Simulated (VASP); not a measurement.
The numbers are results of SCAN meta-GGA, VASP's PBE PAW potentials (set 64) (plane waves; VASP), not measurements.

VASP ran on this input.

### POSCAR
```
W
1
   -1.5800000000     1.5800000000     1.5800000000
    1.5800000000    -1.5800000000     1.5800000000
    1.5800000000     1.5800000000    -1.5800000000
W
1
Direct
  0.0000000000   0.0000000000   0.0000000000
```

INCAR:
```
ALGO = Normal
EDIFF = 1E-6
EDIFFG = -0.01
ENCUT = 520
IBRION = 2
ISIF = 3
ISMEAR = 1
LASPH = .True.
LCHARG = .False.
LMAXMIX = 6
LMIXTAU = .True.
LREAL = .False.
LWAVE = .False.
METAGGA = SCAN
NELM = 100
NSW = 60
PREC = Accurate
SIGMA = 0.1
SYSTEM = W
```

File KPOINTS:
```
Automatic
0
gamma
 15 15 15
```

POTCAR, in this order: W_sv (PBE.64 set). Program: vasp_std.

The run wrote:

### OSZICAR
```
       N       E                     dE             d eps       ncg     rms          rms(c)
DAV:   1     0.186201755509E+02    0.18620E+02   -0.80040E+03  2648   0.148E+03
DAV:   2    -0.721656606772E+02   -0.90786E+02   -0.87450E+02  2829   0.338E+02
DAV:   3    -0.738268522103E+02   -0.16612E+01   -0.16372E+01  3004   0.454E+01
DAV:   4    -0.738366227144E+02   -0.97705E-02   -0.97727E-02  2843   0.359E+00
DAV:   5    -0.738366905845E+02   -0.67870E-04   -0.67871E-04  2979   0.321E-01    0.244E+01
DAV:   6    -0.691238331928E+02    0.47129E+01   -0.23953E+00  2718   0.228E+01    0.517E+00
DAV:   7    -0.700937597469E+02   -0.96993E+00   -0.19852E-01  2693   0.714E+00    0.235E+00
DAV:   8    -0.692097222654E+02    0.88404E+00   -0.52839E-01  2709   0.107E+01    0.236E+00
DAV:   9    -0.696836920651E+02   -0.47397E+00   -0.11213E-01  2727   0.367E+00    0.876E-01
DAV:  10    -0.696963309154E+02   -0.12639E-01   -0.47427E-02  2649   0.262E+00    0.782E-01
DAV:  11    -0.697186961840E+02   -0.22365E-01   -0.64915E-03  2680   0.988E-01    0.564E-01
DAV:  12    -0.696854190264E+02    0.33277E-01   -0.18712E-01  2652   0.516E+00    0.438E-01
DAV:  13    -0.696898424876E+02   -0.44235E-02   -0.13131E-02  2715   0.165E+00    0.277E-01
DAV:  14    -0.696919484152E+02   -0.21059E-02   -0.33721E-03  2733   0.724E-01    0.221E-01
DAV:  15    -0.696921976377E+02   -0.24922E-03   -0.66040E-05  2913   0.122E-01    0.193E-01
DAV:  16    -0.696892345306E+02    0.29631E-02   -0.38939E-03  2667   0.753E-01    0.109E-01
DAV:  17    -0.696890532125E+02    0.18132E-03   -0.44159E-04  2673   0.305E-01    0.795E-02
DAV:  18    -0.696891221420E+02   -0.68930E-04   -0.51817E-05  2682   0.921E-02    0.720E-02
DAV:  19    -0.696889507809E+02    0.17136E-03   -0.15791E-04  2661   0.143E-01    0.423E-02
DAV:  20    -0.696889188365E+02    0.31944E-04   -0.12786E-04  2739   0.139E-01    0.115E-02
DAV:  21    -0.696889266356E+02   -0.77991E-05   -0.80597E-06  2730   0.391E-02    0.383E-03
DAV:  22    -0.696889234199E+02    0.32157E-05   -0.75442E-06  2649   0.357E-02    0.239E-03
DAV:  23    -0.696889240670E+02   -0.64706E-06   -0.76432E-07  1713   0.105E-02
   1 F= -.69688924E+02 E0= -.69688997E+02  d E =-.696889E+02
       N       E                     dE             d eps       ncg     rms          rms(c)
DAV:   1    -0.698039914675E+02   -0.11507E+00   -0.27211E+00  2700   0.265E+01    0.447E+00
DAV:   2    -0.697182758981E+02    0.85716E-01   -0.22446E-01  2640   0.675E+00    0.127E+00
DAV:   3    -0.697093185715E+02    0.89573E-02   -0.25804E-01  2666   0.667E+00    0.131E+00
DAV:   4    -0.696823321661E+02    0.26986E-01   -0.89770E-02  2648   0.415E+00    0.482E-01
DAV:   5    -0.696846207491E+02   -0.22886E-02   -0.25506E-02  2654   0.224E+00    0.637E-02
DAV:   6    -0.696807328776E+02    0.38879E-02   -0.17519E-02  2648   0.184E+00    0.363E-02
DAV:   7    -0.696802817619E+02    0.45112E-03   -0.10534E-03  2682   0.453E-01    0.119E-02
DAV:   8    -0.696802533169E+02    0.28445E-04   -0.10301E-04  2736   0.130E-01    0.375E-03
DAV:   9    -0.696802841294E+02   -0.30812E-04   -0.32653E-05  2658   0.855E-02    0.175E-03
DAV:  10    -0.696802648152E+02    0.19314E-04   -0.56924E-06  2675   0.386E-02    0.460E-04
DAV:  11    -0.696802640050E+02    0.81021E-06   -0.43346E-07  1413   0.101E-02
   2 F= -.69680264E+02 E0= -.69680529E+02  d E =0.866006E-02
       N       E                     dE             d eps       ncg     rms          rms(c)
DAV:   1    -0.697644011963E+02   -0.84136E-01   -0.17285E+00  2697   0.216E+01    0.337E+00
DAV:   2    -0.697176298450E+02    0.46771E-01   -0.13880E-01  2640   0.522E+00    0.105E+00
DAV:   3    -0.697101494503E+02    0.74804E-02   -0.21061E-01  2668   0.600E+00    0.104E+00
DAV:   4    -0.696895383800E+02    0.20611E-01   -0.59034E-02  2640   0.308E+00    0.518E-01
DAV:   5    -0.696930225933E+02   -0.34842E-02   -0.13469E-02  2658   0.168E+00    0.157E-01
DAV:   6    -0.696902731847E+02    0.27494E-02   -0.20385E-02  2646   0.198E+00    0.377E-02
DAV:   7    -0.696895572906E+02    0.71589E-03   -0.16118E-03  2670   0.557E-01    0.114E-02
DAV:   8    -0.696895838141E+02   -0.26523E-04   -0.24752E-05  2841   0.703E-02    0.900E-03
DAV:   9    -0.696895835472E+02    0.26686E-06   -0.10477E-05  2665   0.423E-02    0.372E-03
DAV:  10    -0.696895647717E+02    0.18776E-04   -0.18439E-05  2655   0.558E-02    0.173E-03
DAV:  11    -0.696895725937E+02   -0.78220E-05   -0.39492E-06  2748   0.257E-02    0.183E-03
DAV:  12    -0.696895691963E+02    0.33974E-05   -0.65485E-07  1629   0.125E-02    0.258E-04
DAV:  13    -0.696895668395E+02    0.23568E-05   -0.76150E-08  1341   0.418E-03    0.120E-04
DAV:  14    -0.696895664259E+02    0.41360E-06   -0.11126E-07  1341   0.515E-03
   3 F= -.69689566E+02 E0= -.69689661E+02  d E =-.642359E-03
```

File OUTCAR:
```
------------------------ aborting loop because EDIFF is reached ----------------------------------------
  FORCE on cell =-STRESS in cart. coord.  units (eV):
  Direction    XX          YY          ZZ          XY          YZ          ZX
  --------------------------------------------------------------------------------------
  Total       -0.0026000     -0.0026000     -0.0026000      0.0000000     -0.0000000      0.0000000
  in kB       -0.2656745     -0.2656745     -0.2656745      0.0000000     -0.0000000      0.0000000
  external PRESSURE =      -0.2656745 kB  Pullay stress =       0.0000000 kB
  volume of cell :       15.68
      direct lattice vectors                 reciprocal lattice vectors
    -1.576732080  1.576732080  1.576732080     0.000000000  0.317111579  0.317111579
     1.576732080 -1.576732080  1.576732080     0.317111579  0.000000000  0.317111579
     1.576732080  1.576732080 -1.576732080     0.317111579  0.317111579  0.000000000
 POSITION                                       TOTAL-FORCE (eV/Angst)
 -----------------------------------------------------------------------------------
      0.00000      0.00000      0.00000        -0.000000     -0.000000     -0.000000
 -----------------------------------------------------------------------------------
    total drift:                                0.000000     -0.000000     -0.000000
  FREE ENERGIE OF THE ION-ELECTRON SYSTEM (eV)
  ---------------------------------------------------
  free  energy   TOTEN  =       -69.6895664259 eV

  energy  without entropy=      -69.6898491215  energy(sigma->0) =      -69.68966066

 reached required accuracy - stopping structural energy minimisation
```
(Selected blocks of OUTCAR.)

### CONTCAR
```
W
   1.00000000000000
    -1.5767320796806665    1.5767320796806665    1.5767320796806665
     1.5767320796806665   -1.5767320796806665    1.5767320796806665
     1.5767320796806665    1.5767320796806665   -1.5767320796806665
  W
     1
Direct
     0.0000000000000000    0.0000000000000000    0.0000000000000000
```

The compound is W in the bcc structure. This run relaxes it. Symmetry was kept, so distortions that lower it aren't found.
